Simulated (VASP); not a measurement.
Here is the system:

```xyz
8
Lattice="0.0068 4.4334 4.4321 4.4334 0.0068 4.4321 2.2201 2.2201 0.0000" Properties=species:S:1:pos:R:3 pbc="T T T"
Ti     0.0000     0.0000     0.0000
N      2.2201     2.2201     2.1988
N      4.4549     2.2053     4.4321
N      2.2053     4.4549     4.4321
N      4.4402     4.4402     6.6654
Hf     2.2167     0.0034     2.2161
Hf     0.0034     2.2167     2.2161
Hf     2.2201     2.2201     4.4321
```

All values below come from PBEsol GGA, VASP's PBE PAW potentials (set 64) (plane waves; VASP 6.6.1). Numerical set-up: 520 eV cut-off, 7×7×13 Γ-centred mesh, tetrahedra with Blöchl corrections, potentials Ti_sv N Hf_pv.

The cores are frozen, which limits the accuracy of field gradients.

Problem. Give the principal components of the electric field gradient (V/Å²) and the asymmetry η at each nucleus.

Solution. 
```csv
atom,Vxx,Vyy,Vzz,η
Ti1,1.6,0.0,-1.6,0.98
N2,-3.8,-3.4,7.2,0.05
N3,4.0,3.5,-7.5,0.06
N4,4.0,3.5,-7.5,0.06
N5,-3.8,-3.4,7.2,0.05
Hf6,2.8,1.2,-4.0,0.40
Hf7,2.8,1.2,-4.0,0.40
Hf8,-1.4,-0.4,1.8,0.58
```

The structure was generated: Hf3TiN4 was put into an ordered model structure (Cmmm), which need not be its known phase. It was relaxed first.
